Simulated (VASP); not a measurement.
# SrO with r2SCAN: from relaxation to properties, part 3 of 4

Aim: relax SrO, then compute properties on the relaxed cell. The start is a cell from a database of measured crystal structures.

VASP 6.6.1, plane waves and PAW; the level of theory is named at each step.

So far, gap on the k-mesh (eV): step 2 (full relaxation (r2SCAN)) 3.81; step 5 (density of states (r2SCAN)) 3.78; step 6 (independent-particle dielectric function (r2SCAN)) 3.78. The relaxed cell has a = 5.169 Å (conventional setting).

**7. Band structure (r2SCAN + SOC)**

This step: r2SCAN, spin-orbit coupling; plane waves and PAW (Sr_sv, O) (VASP 6.6.1).

Levels along the symmetry lines show where the bands peak and cross; KPOINTS_OPT computes them in the converged potential. Spin-orbit coupling needs spinors and the noncollinear program, where each band holds one electron.

INCAR

```
SYSTEM = SrO
PREC = Accurate
ENCUT = 520
EDIFF = 1E-06
NELM = 100
ISMEAR = 0
SIGMA = 0.05
LREAL = .FALSE.
ALGO = Normal
METAGGA = R2SCAN
LASPH = .TRUE.
LNONCOLLINEAR = .TRUE.
MAGMOM = 0 0 0 0 0 0
NBANDS = 28
GGA_COMPAT = .FALSE.
LSORBIT = .TRUE.
LORBIT = 11
LWAVE = .FALSE.
LCHARG = .FALSE.
KPAR = 2
```

POSCAR

```
SrO
1.0
    0.0000000000      2.5846187114      2.5846187114
    2.5846187114      0.0000000000      2.5846187114
    2.5846187114      2.5846187114      0.0000000000
Sr O
1 1
Direct
    0.0000000000      0.0000000000      0.0000000000
    0.5000000000      0.5000000000      0.5000000000
```

KPOINTS

```
Automatic mesh
0
Gamma
7 7 7
0 0 0
```

KPOINTS_OPT

```
Line mode
16
Line-mode
Reciprocal
  0.00000000   0.00000000   0.00000000 GAMMA
  0.50000000   0.00000000   0.50000000 X

  0.50000000   0.00000000   0.50000000 X
  0.50000000   0.25000000   0.75000000 W

  0.50000000   0.25000000   0.75000000 W
  0.37500000   0.37500000   0.75000000 K

  0.37500000   0.37500000   0.75000000 K
  0.00000000   0.00000000   0.00000000 GAMMA

  0.00000000   0.00000000   0.00000000 GAMMA
  0.50000000   0.50000000   0.50000000 L

  0.50000000   0.50000000   0.50000000 L
  0.62500000   0.25000000   0.62500000 U

  0.62500000   0.25000000   0.62500000 U
  0.50000000   0.25000000   0.75000000 W

  0.50000000   0.25000000   0.75000000 W
  0.50000000   0.50000000   0.50000000 L

  0.50000000   0.50000000   0.50000000 L
  0.37500000   0.37500000   0.75000000 K

  0.62500000   0.25000000   0.62500000 U
  0.50000000   0.00000000   0.50000000 X
```

The projector-augmented-wave data sets are Sr_sv and O (PBE family, release 64).

Run with:

```sh
mpirun -np 2 vasp_ncl
```

The program printed:

```text
[... set-up lines as in an earlier step ...]
 entering main loop
       N       E                     dE             d eps       ncg     rms          rms(c)
DAV:   1     0.658859166048E+02    0.65886E+02   -0.83577E+03  1120   0.114E+03
DAV:   2    -0.294119884235E+02   -0.95298E+02   -0.89741E+02  1512   0.265E+02
DAV:   3    -0.346203347380E+02   -0.52083E+01   -0.51473E+01  1712   0.522E+01
DAV:   4    -0.347981059962E+02   -0.17777E+00   -0.17754E+00  1488   0.718E+00
DAV:   5    -0.347991466856E+02   -0.10407E-02   -0.10405E-02  1448   0.655E-01    0.196E+01
DAV:   6    -0.269858865962E+02    0.78133E+01   -0.47357E+00  1404   0.181E+01    0.176E+01
DAV:   7    -0.271217215891E+02   -0.13583E+00   -0.28165E-01  1236   0.448E+00    0.103E+01
DAV:   8    -0.271393461235E+02   -0.17625E-01   -0.92122E-02  1156   0.326E+00    0.287E+00
DAV:   9    -0.271364536255E+02    0.28925E-02   -0.91086E-03  1308   0.102E+00    0.504E-01
DAV:  10    -0.271371232576E+02   -0.66963E-03   -0.52318E-03  1320   0.597E-01    0.176E-01
DAV:  11    -0.271373317751E+02   -0.20852E-03   -0.15476E-03  1212   0.421E-01    0.119E-01
DAV:  12    -0.271372273279E+02    0.10445E-03   -0.38074E-04  1328   0.179E-01    0.299E-02
DAV:  13    -0.271372431662E+02   -0.15838E-04   -0.77243E-05  1264   0.772E-02    0.314E-02
DAV:  14    -0.271372349460E+02    0.82202E-05   -0.17158E-05  1212   0.399E-02    0.920E-03
DAV:  15    -0.271372343443E+02    0.60173E-06   -0.17770E-06  1228   0.118E-02
   1 F= -.27137234E+02 E0= -.27137234E+02  d E =-.161639E-13  mag=    -0.0000    -0.0000     0.0000
 Start KPOINTS_OPT (optional k-point list driver)
k-point batch [1-20\160]
       N       E                     dE             ncg
DAV:   1    -0.141624593290E+04   -0.81024E+04     1120
DAV:   2    -0.327834067080E+04   -0.18621E+04     1368
DAV:   3    -0.338760177190E+04   -0.10926E+03     1716
DAV:   4    -0.339038861983E+04   -0.27868E+01     1424
DAV:   5    -0.339041243556E+04   -0.23816E-01     1392
DAV:   6    -0.339041286859E+04   -0.43304E-03     1480
DAV:   7    -0.339041287435E+04   -0.57538E-05     1236
DAV:   8    -0.339041287438E+04   -0.34818E-07      832
[...]
k-point batch [141-160\160]
       N       E                     dE             ncg
DAV:   1    -0.151688637292E+04   -0.13713E+05     1120
DAV:   2    -0.332424917772E+04   -0.18074E+04     1420
DAV:   3    -0.342779504463E+04   -0.10355E+03     1744
DAV:   4    -0.343002996967E+04   -0.22349E+01     1588
DAV:   5    -0.343004879710E+04   -0.18827E-01     1512
DAV:   6    -0.343004894164E+04   -0.14454E-03     1560
DAV:   7    -0.343004894397E+04   -0.23362E-05     1380
DAV:   8    -0.343004894400E+04   -0.26291E-07     1052
```

Run time: 7.4 min. Hardware: 2 MPI ranks of Intel Xeon 6975P-C (Granite Rapids), shared host; peak memory 0.56 GiB.

Parts of OUTCAR (step 7):

```text
   k-points           NKPTS =     20   k-points in BZ     NKDIM =     20   number of bands    NBANDS=     28

   NELECT =      16.0000    total number of electrons

 E-fermi :   1.5283

 k-point     1 :       0.0000    0.0000    0.0000
  band No.  band energies     occupation
    ...
     12       1.2295      1.00000
     13       1.2882      1.00000
     14       1.2882      1.00000
     15       1.2882      1.00000
     16       1.2882      1.00000
     17       5.8073      0.00000
     18       5.8073      0.00000
     19       7.9971      0.00000
     20       7.9971      0.00000
     21       7.9971      0.00000
    ...

  Total       -0.0083354     -0.0083354     -0.0083354      0.0000000      0.0000000     -0.0000000
  in kB       -0.3867398     -0.3867398     -0.3867398      0.0000000      0.0000000     -0.0000000
  external PRESSURE =      -0.3867398 kB  Pullay stress =       0.0000000 kB

 POSITION                                       TOTAL-FORCE (eV/Angst)
 -----------------------------------------------------------------------------------
      0.00000      0.00000      0.00000        -0.000000      0.000000     -0.000000
      2.58462      2.58462      2.58462         0.000000     -0.000000      0.000000
 -----------------------------------------------------------------------------------
    total drift:                                0.000000      0.000000      0.000000

  FREE ENERGIE OF THE ION-ELECTRON SYSTEM (eV)
  ---------------------------------------------------
  free  energy   TOTEN  =       -27.1372343443 eV

  energy  without entropy=      -27.1372343443  energy(sigma->0) =      -27.13723434

 Spin-Orbit-Coupling matrix elements
 Ion:    1  E_soc:     -0.1630166
 Ion:    2  E_soc:     -0.0002851

 magnetization (x)
# of ion       s       p       d       tot
------------------------------------------
    1        0.000  -0.000   0.000  -0.000
    2       -0.000  -0.000   0.000  -0.000
--------------------------------------------------
tot         -0.000  -0.000   0.000  -0.000

 magnetization (y)
# of ion       s       p       d       tot
------------------------------------------
    1        0.000  -0.000  -0.000  -0.000
    2       -0.000  -0.000   0.000  -0.000
--------------------------------------------------
tot         -0.000  -0.000  -0.000  -0.000

 magnetization (z)
# of ion       s       p       d       tot
------------------------------------------
    1       -0.000   0.000   0.000  -0.000
    2       -0.000   0.000   0.000  -0.000
--------------------------------------------------
tot         -0.000   0.000   0.000  -0.000

[... 6 parts as in an earlier step ...]

[... 10 further parts left out ...]
```

Numbers from this step:

- SCF cycles: 15
- bands: 28
- irreducible k-points: 20
- free energy (TOTEN): -27.14 eV
- Fermi energy: 1.528 eV
- pressure: -0.03867 GPa
- least gap on mesh and path: 3.731 eV
- least direct gap on mesh and path: 3.811 eV
- conduction bottom at k: 0.5, 0, 0.5
- least direct gap at k: 0.5, 0, 0.5

On-site spin-orbit energy by atom:

```tsv
atom	on-site spin-orbit energy (eV)
Sr1	-0.163
O2	0.000
```

The electronic bands at the labelled points (eV, zero at the valence-band top; v1 is the highest filled band, c1 the lowest empty one):

```tsv
point	v4	v3	v2	v1	c1	c2	c3	c4
Γ	0.00	0.00	0.00	0.00	4.52	4.52	6.71	6.71
0.53 of the way	-0.20	-0.20	-0.14	-0.14	4.73	4.73	6.70	6.70
X	-0.15	-0.15	-0.08	-0.08	3.73	3.73	8.38	8.38
0.47 of the way	-0.49	-0.49	-0.26	-0.26	4.45	4.45	8.80	8.80
W	-0.50	-0.50	-0.43	-0.43	6.49	6.49	6.49	6.49
0.47 of the way	-0.53	-0.53	-0.46	-0.46	5.62	5.62	7.59	7.59
K	-0.59	-0.59	-0.50	-0.50	5.24	5.24	8.40	8.40
0.47 of the way	-0.94	-0.94	-0.35	-0.35	6.32	6.32	7.16	7.16
Γ	0.00	0.00	0.00	0.00	4.52	4.52	6.71	6.71
0.47 of the way	-0.57	-0.57	-0.55	-0.55	6.40	6.40	6.57	6.57
L	-1.13	-1.13	-1.11	-1.11	7.02	7.02	8.92	8.92
0.47 of the way	-0.96	-0.96	-0.88	-0.88	6.78	6.78	7.70	7.70
U	-0.59	-0.59	-0.50	-0.50	5.24	5.24	8.40	8.40
0.47 of the way	-0.53	-0.53	-0.47	-0.47	5.53	5.53	7.74	7.74
W	-0.50	-0.50	-0.43	-0.43	6.49	6.49	6.49	6.49
0.47 of the way	-0.83	-0.83	-0.75	-0.75	6.81	6.81	7.11	7.11
L	-1.13	-1.13	-1.11	-1.11	7.02	7.02	8.92	8.92
0.53 of the way	-0.92	-0.92	-0.81	-0.81	6.63	6.63	7.66	7.66
K	-0.59	-0.59	-0.50	-0.50	5.24	5.24	8.40	8.40
jump to U	-0.59	-0.59	-0.50	-0.50	5.24	5.24	8.40	8.40
0.53 of the way	-0.35	-0.35	-0.23	-0.23	4.10	4.10	8.65	8.65
X	-0.15	-0.15	-0.08	-0.08	3.73	3.73	8.38	8.38
```

Of the projections kept (Sr, O), the largest for each band there; the rest of the weight can lie on other orbitals:

```tsv
point	v4	v3	v2	v1	c1	c2	c3	c4
Γ	O 0.98	O 0.98	O 0.98	O 0.98	Sr 0.62	Sr 0.62	Sr 1.00	Sr 1.00
X	O 0.93	O 0.93	O 0.94	O 0.94	Sr 1.00	Sr 1.00	Sr 0.83	Sr 0.83
W	O 0.86	O 0.86	O 0.87	O 0.87	Sr 0.79	Sr 0.79	Sr 0.79	Sr 0.79
K	O 0.90	O 0.90	O 0.86	O 0.86	Sr 0.83	Sr 0.83	Sr 0.73	Sr 0.73
Γ	O 0.98	O 0.98	O 0.98	O 0.98	Sr 0.62	Sr 0.62	Sr 1.00	Sr 1.00
L	O 0.87	O 0.87	O 0.87	O 0.87	Sr 0.54	Sr 0.54	Sr 0.87	Sr 0.87
```

The gap moves by -0.02 eV against r2SCAN, which ran on another mesh.

The path shows an indirect gap of 3.73 eV (valence top at Γ, conduction bottom at X). The least direct gap is 3.81 eV.

**8. A semilocal run for the hybrid's start**

This step: r2SCAN; plane waves and PAW (Sr_sv, O) (VASP 6.6.1).

A hybrid converges badly from random orbitals, so a cheap semilocal run writes a WAVECAR on the same mesh first.

INCAR

```
SYSTEM = SrO
PREC = Accurate
ENCUT = 520
EDIFF = 1E-05
NELM = 100
ISMEAR = 0
SIGMA = 0.05
LREAL = .FALSE.
ALGO = Normal
METAGGA = R2SCAN
LASPH = .TRUE.
NBANDS = 14
LORBIT = 11
LWAVE = .TRUE.
LCHARG = .FALSE.
KPAR = 2
```

POSCAR is that of step 7.

KPOINTS

```
Automatic mesh
0
Gamma
5 5 5
0 0 0
```

Run with:

```sh
mpirun -np 2 vasp_std
```

The program printed:

```text
[... set-up lines as in an earlier step ...]
 entering main loop
       N       E                     dE             d eps       ncg     rms          rms(c)
DAV:   1     0.569355978953E+02    0.56936E+02   -0.86935E+03   280   0.114E+03
DAV:   2    -0.311408091864E+02   -0.88076E+02   -0.81526E+02   374   0.239E+02
DAV:   3    -0.346145966866E+02   -0.34738E+01   -0.34532E+01   360   0.454E+01
DAV:   4    -0.347154399862E+02   -0.10084E+00   -0.10083E+00   358   0.699E+00
DAV:   5    -0.347172124159E+02   -0.17724E-02   -0.17724E-02   336   0.807E-01    0.156E+01
DAV:   6    -0.269073197684E+02    0.78099E+01   -0.47900E+00   364   0.180E+01    0.148E+01
DAV:   7    -0.270380250270E+02   -0.13071E+00   -0.24242E-01   292   0.420E+00    0.836E+00
DAV:   8    -0.270601989092E+02   -0.22174E-01   -0.10888E-01   298   0.352E+00    0.872E-01
DAV:   9    -0.270552062580E+02    0.49927E-02   -0.22450E-02   352   0.141E+00    0.255E-01
DAV:  10    -0.270554931718E+02   -0.28691E-03   -0.21364E-03   312   0.440E-01    0.134E-01
DAV:  11    -0.270557226084E+02   -0.22944E-03   -0.26464E-04   292   0.181E-01    0.705E-02
DAV:  12    -0.270557142221E+02    0.83863E-05   -0.67499E-05   304   0.728E-02
   1 F= -.27055714E+02 E0= -.27055714E+02  d E =-.207990E-17
 writing wavefunctions
```

The job ended after 12 s (2 MPI ranks; peak memory 0.3 GiB; 21 s of CPU time).

From OUTCAR (step 8):

```text
   k-points           NKPTS =     10   k-points in BZ     NKDIM =     10   number of bands    NBANDS=     14

   NELECT =      16.0000    total number of electrons

 E-fermi :   1.5628

 k-point     1 :       0.0000    0.0000    0.0000
  band No.  band energies     occupation
    ...
      4     -13.3012      2.00000
      5     -13.3012      2.00000
      6       1.2738      2.00000
      7       1.2738      2.00000
      8       1.2738      2.00000
      9       5.8103      0.00000
     10       8.0094      0.00000
     11       8.0094      0.00000
     12       8.0094      0.00000
     13      10.2946      0.00000
    ...

  Total       -0.0344256     -0.0344256     -0.0344256      0.0000000     -0.0000000      0.0000000
  in kB       -1.5972468     -1.5972468     -1.5972468      0.0000000     -0.0000000      0.0000000
  external PRESSURE =      -1.5972468 kB  Pullay stress =       0.0000000 kB

 POSITION                                       TOTAL-FORCE (eV/Angst)
 -----------------------------------------------------------------------------------
      0.00000      0.00000      0.00000        -0.000000      0.000000      0.000000
      2.58462      2.58462      2.58462         0.000000     -0.000000     -0.000000
 -----------------------------------------------------------------------------------
    total drift:                                0.000000      0.000000      0.000000

  FREE ENERGIE OF THE ION-ELECTRON SYSTEM (eV)
  ---------------------------------------------------
  free  energy   TOTEN  =       -27.0557142221 eV

  energy  without entropy=      -27.0557142221  energy(sigma->0) =      -27.05571422

[... 7 parts as in an earlier step ...]

[... 9 further parts left out ...]
```

A gap read on the k-mesh alone can miss the band edges.

Numbers from this step:

- SCF cycles: 12
- bands: 14
- irreducible k-points: 10
- free energy (TOTEN): -27.06 eV
- Fermi energy: 1.563 eV
- pressure: -0.1597 GPa
- conduction bottom at k: 0.4, 0.4, 0
- least direct gap at k: 0.4, 0.4, 0
- gap on the k-mesh: 3.934 eV
- least direct gap on the k-mesh: 4.051 eV

(Part 3 of 4 ends here.)

[Lines on the potential files, build, host, timing and source positions are cut from VASP's logs without a mark.]

[Logs are printed without paths, hosts, clocks, repeated set-up lines and the standing remarks that a program may print on its own settings, such as how far it seeks lower states.]

[Hosts, paths, dates, database ids (printed as entryN), source tags and the programs' standing remarks are cut or masked in the printed files.]

[A measured line is paired with the nearest computed mode of its activity, which favours agreement.]
